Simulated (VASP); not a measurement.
# GW on CdSe (Cadmoselite), part 2 of 2

Wanted: how far GW moves the Kohn-Sham levels of CdSe (Cadmoselite). The cell is of the wurtzite type, one of the forms listed for this formula. The start is a cell from a database of measured crystal structures.

VASP 6.6.1, plane waves and PAW; the level of theory is named at each step.

So far. Step 2 (Ground state): The cell has a gap of 0.662 eV on mesh and path and a pressure of +3.3 GPa, which holds the misfit of the given cell and coordinates with this functional, and any error of cutoff, mesh and data sets. Spin-orbit coupling is left out, which can shift or reorder these edges. Forces of up to 0.34 eV/Å remain in these settings. Step 3 (Empty bands): WAVECAR now holds 256 bands for 36 electrons.

The database entry behind the starting cell differs from later determinations by our own check (inner coordinate of an old entry), so it need not match the best structure at ambient conditions.

## Step 4: G0W0

This step: G0W0 on PBE; plane waves and PAW (Cd_GW, Se_GW) (VASP 6.6.1).

One pass of GW corrects the levels to first order, with G and W from the starting orbitals.

INCAR

```
SYSTEM = CdSe
PREC = Accurate
ENCUT = 300
ISMEAR = 0
SIGMA = 0.01
LREAL = .FALSE.
GGA = PE
NBANDS = 256
ALGO = EVGW0
NELMGW = 1
ENCUTGW = 100
NOMEGA = 48
PRECFOCK = Fast
NBANDSGW = 32
LWAVE = .FALSE.
LCHARG = .FALSE.
```

POSCAR

```
CdSe
1.0
    4.3000000000      0.0000000000      0.0000000000
   -2.1500000000      3.7239092363      0.0000000000
    0.0000000000      0.0000000000      7.0200000000
Cd Se
2 2
Direct
    0.3333333333      0.6666666667      0.0000000000
    0.6666666667      0.3333333333      0.5000000000
    0.3333333333      0.6666666667      0.3850000000
    0.6666666667      0.3333333333      0.8850000000
```

KPOINTS

```
Automatic mesh
0
Gamma
3 3 2
0 0 0
```

The projector-augmented-wave data sets are Cd_GW and Se_GW (PBE family, release 64).

Run with:

```console
mpirun -np 8 vasp_std
```

Log:

```text
[banner, memory and clock lines left out]
running    8 mpi-ranks, on    1 nodes
 distrk:  each k-point on    8 cores,    1 groups
 distr:  one band on    1 cores,    8 groups

 POSCAR found type information on POSCAR CdSe
 POSCAR found :  2 types and       4 ions
 [... a notice as in an earlier step ...]

|                                                                             |
|           W    W    AA    RRRRR   N    N  II  N    N   GGGG   !!!           |
|           W    W   A  A   R    R  NN   N  II  NN   N  G    G  !!!           |
|           W    W  A    A  R    R  N N  N  II  N N  N  G       !!!           |
|           W WW W  AAAAAA  RRRRR   N  N N  II  N  N N  G  GGG   !            |
|           WW  WW  A    A  R   R   N   NN  II  N   NN  G    G                |
|           W    W  A    A  R    R  N    N  II  N    N   GGGG   !!!           |
|                                                                             |
|     The default for ENCUTGWSOFT is different in this version of VASP.       |
|     please manually set ENCUTGWSOFT =100 in the INCAR file.                 |
|                                                                             |

 LDA part: xc-table for (Slater+PW92), standard interpolation
 found WAVECAR, reading the header
 POSCAR, INCAR and KPOINTS ok, starting setup
 FFT: planning ... GRIDC
 FFT: planning ... GRID_SOFT
 FFT: planning ... GRID
 reading WAVECAR
 the WAVECAR file was read successfully
 initial charge from wavefunction
 available memory per node:     63.74 GB, setting MAXMEM to     65269

 The Fermi energy was updated, please check that it is located mid-gap
 values below the HOMO (VB) or above the LUMO (CB) will cause erroneous energies
 E-fermi :   2.4894

 calculate exact exchange contribution
 the WAVEDER file was read successfully
energies w=
    0.000    0.000    0.296    0.000    0.592    0.000    0.884    0.000
    1.174    0.000    1.459    0.000    1.739    0.000    2.014    0.000
    2.284    0.000    2.549    0.000    2.809    0.000    3.065    0.000
    3.317    0.000    3.567    0.000    3.814    0.000    4.060    0.000
    4.306    0.000    4.553    0.000    4.802    0.000    5.054    0.000
    5.310    0.000    5.573    0.000    5.843    0.000    6.123    0.000
    6.414    0.000    6.719    0.000    7.041    0.000    7.383    0.000
    7.749    0.000    8.144    0.000    8.574    0.000    9.045    0.000
    9.567    0.000   10.152    0.000   10.814    0.000   11.572    0.000
   12.453    0.000   13.493    0.000   14.741    0.000   16.273    0.000
   18.199    0.000   20.695    0.000   24.059    0.000   28.831    0.000
   36.117    0.000   48.567    0.000   74.566    0.000  161.905    0.000
 responsefunction array rank=     264
 LDA part: xc-table for (Slater+PW92), standard interpolation

 min. memory requirement per mpi rank    138.2 MB, per node   1105.4 MB

 allocating   6 responsefunctions rank=   264
 shmem allocating  48 responsefunctions rank=   264
 response function shared by NCSHMEM nodes    1
 Doing            6  frequencies on each core in blocks of           48
NQ=   1    0.0000    0.0000    0.0000,
|.........|.........|.........|.........|.........|.........|.........|.........
 performed        252000 updates of chi_q(r,r)
 total number of BLAS operations        127.28 Gflops
NQ=   2    0.3333   -0.0000    0.0000,
|.........|.........|.........|.........|.........|.........|.........|.........
 performed        701000 updates of chi_q(r,r)
 total number of BLAS operations        359.09 Gflops
NQ=   3    0.3333    0.3333    0.0000,
|.........|.........|.........|.........|.........|.........|.........|.........
 performed       1019000 updates of chi_q(r,r)
 total number of BLAS operations        513.07 Gflops
NQ=   4    0.0000    0.0000    0.5000,
|.........|.........|.........|.........|.........|.........|.........|.........
 performed       1271000 updates of chi_q(r,r)
 total number of BLAS operations        653.87 Gflops
NQ=   5    0.3333   -0.0000    0.5000,
|.........|.........|.........|.........|.........|.........|.........|.........
 performed       1720000 updates of chi_q(r,r)
 total number of BLAS operations        900.52 Gflops
NQ=   6    0.3333    0.3333    0.5000,
|.........|.........|.........|.........|.........|.........|.........|.........
 performed       2038000 updates of chi_q(r,r)
 total number of BLAS operations       1054.50 Gflops
 resolving degeneracies of screened two electron integrals

 calculate QP shifts <psi_nk| G(iteration)W_0 |psi_nk>: iteration 1
 entering main loop
```

Elapsed: 43 s, on 8 MPI ranks of Intel Xeon Platinum 8259CL at 2.50GHz (Skylake/Cascade Lake), shared host; peak memory 1.6 GiB; 4.5 min of CPU time.

OUTCAR, selected parts (step 4):

```text
 Found      6 irreducible k-points:

   k-points           NKPTS =      6   k-points in BZ     NKDIM =     18   number of bands    NBANDS=    256

   NELECT =      36.0000    total number of electrons

 E-fermi :   2.4894

 QP shifts <psi_nk| G(iteration)W_0 |psi_nk>: iteration 1
 for sc-GW calculations column KS-energies equals QP-energies in previous step
 and V_xc(KS)=  KS-energies - (<T + V_ion + V_H > + <T+V_H+V_ion>^1  + <V_x>^1)
 k-point   1 :       0.0000    0.0000    0.0000
  band No.  KS-energies  QP-energies   sigma(KS)   V_xc(KS)     V^pw_x(r,r')   Z            occupation Imag(sigma)
    ...
     15       1.4373       0.8472     -13.0069     -12.1886     -15.2060       0.7212       2.0000       0.1510
     16       2.1398       1.6619     -13.1506     -12.4919     -15.0072       0.7255       2.0000       0.1417
     17       2.1585       1.6345     -13.4509     -12.7293     -15.5110       0.7262       2.0000       0.1470
     18       2.1585       1.6345     -13.4509     -12.7293     -15.5110       0.7262       2.0000       0.1470
     19       2.8202       2.9234      -9.5926      -9.7304      -5.7922       0.7484       0.0000      -0.0508
     20       4.2314       4.3718      -9.4964      -9.6846      -5.3878       0.7459       0.0000      -0.0596
     21       8.0002       8.1116      -8.9854      -9.1369      -4.5768       0.7353       0.0000      -0.0883
     22       8.0002       8.1116      -8.9854      -9.1369      -4.5768       0.7353       0.0000      -0.0883
    ...

 k-point   2 :       0.3333   -0.0000    0.0000
  band No.  KS-energies  QP-energies   sigma(KS)   V_xc(KS)     V^pw_x(r,r')   Z            occupation Imag(sigma)
    ...
     15      -0.4997      -1.1777     -11.8309     -10.8657     -14.2557       0.7024       2.0000       0.1736
     16       0.5403      -0.0983     -12.3944     -11.4988     -14.7282       0.7131       2.0000       0.1576
     17       1.3811       0.8252     -12.6116     -11.8411     -14.6079       0.7214       2.0000       0.1432
     18       1.5203       0.9540     -13.0405     -12.2568     -15.1736       0.7226       2.0000       0.1499
     19       5.1351       5.3108     -10.0111     -10.2494      -6.0144       0.7374       0.0000      -0.0586
     20       5.5445       5.6167      -9.2290      -9.3265      -5.0925       0.7411       0.0000      -0.0685
     21       7.2323       7.2407      -8.8128      -8.8242      -4.6356       0.7375       0.0000      -0.0887
     22       7.9697       8.0993      -9.3426      -9.5212      -4.8487       0.7258       0.0000      -0.1035
    ...

 k-point   3 :       0.3333    0.3333    0.0000
  band No.  KS-energies  QP-energies   sigma(KS)   V_xc(KS)     V^pw_x(r,r')   Z            occupation Imag(sigma)
    ...
     15      -0.9207      -1.6284     -11.2819     -10.2646     -13.8234       0.6957       2.0000       0.1802
     16       0.3535      -0.2816     -12.0683     -11.1748     -14.3329       0.7108       2.0000       0.1552
     17       0.3535      -0.2816     -12.0683     -11.1748     -14.3329       0.7108       2.0000       0.1552
     18       0.3673      -0.2914     -12.2250     -11.3044     -14.4708       0.7155       2.0000       0.1553
     19       6.5188       6.3297      -7.8087      -7.5576      -3.8854       0.7531       0.0000      -0.0841
     20       6.9285       7.2678     -10.8342     -11.3045      -6.3814       0.7215       0.0000      -0.0794
     21       6.9285       7.2678     -10.8342     -11.3045      -6.3814       0.7215       0.0000      -0.0794
     22       9.1776       9.2740      -9.2084      -9.3412      -4.6770       0.7255       0.0000      -0.1214
    ...

[... 8 parts as in an earlier step ...]

[... 3 further parts left out ...]
```

Numbers from this step:

- quasiparticle gap on the mesh: 1.262 eV
- smallest direct quasiparticle gap on the mesh: 1.262 eV
- gap of the starting orbitals on the mesh: 0.6617 eV

GW takes the gap from 0.662 to 1.262 eV. The band edges change places after GW: the least gap now runs from band 16 at Γ to band 19 at Γ, while the states that bound the starting gap (band 17 at Γ, band 19 at Γ) lie 1.289 eV apart. Spin-orbit coupling is left out. The value holds for 256 bands, ENCUTGW = 100 eV and this mesh, and isn't shown to be converged in them.

## Step 5: Outcome

| Property | Result |
| --- | --- |
| G0W0 on PBE, 256 bands, ENCUTGW 100 eV, NOMEGA 48, mesh 3×3×2 | 0.662 → 1.262 eV |

In words: G0W0 gives a quasiparticle gap of 1.262 eV on the mesh, 0.60 eV over the PBE gap on the same mesh. On mesh and path the starting valence top lies at Γ and the conduction bottom at Γ, so the starting gap is direct. Both points lie on the GW mesh. Bands, response cutoff and mesh weren't tested for convergence. On a mesh this coarse the value is a test of cost more than a converged gap. The orbitals give an independent-particle dielectric component as large as 56 on this mesh, where the few k points at the small direct gap weigh too much; the screening isn't converged. In the run G0W0 on PBE with 256 bands, ENCUTGW 100 eV and the 3×3×2 mesh, the band edges change places after GW: the least gap now runs from band 16 at Γ to band 19 at Γ, while the states that bound the starting gap (band 17 at Γ, band 19 at Γ) lie 1.289 eV apart. In Cd_GW the d shell is in the valence without all the semicore s and p states of the same shell; those stay frozen in the core, and how far that moves the GW gap wasn't tested here. Spin-orbit coupling is left out; with Cd and Se in the cell it can split or shift band edges, by an amount that depends on which atoms form them and isn't tested here. The given cell is kept, although it stands at +3.3 GPa at PBE and ENCUT = 300 eV, which holds the mismatch of the given cell with this functional and any basis-set error. The atoms weren't relaxed and carry forces of up to 0.34 eV/Å at PBE in the first static run, so the numbers belong to the given coordinates, and a relaxation would change them. Not tabulated here, as repeats of values shown or as unfit to read for their mesh, reference level or band range: eps2 curves (empty bands); eps1 curves and static values (empty bands).

[Lines on the potential files, build, host, timing and source positions are cut from VASP's logs without a mark.]

[Logs are printed without paths, hosts, clocks, repeated set-up lines and the standing remarks that a program may print on its own settings, such as how far it seeks lower states.]

[Hosts, paths, dates, database ids (printed as entryN), source tags and the programs' standing remarks are cut or masked in the printed files.]

[Pressures printed for these runs are not shown converged in the cutoff: they can be off by several GPa and have the wrong sign.]
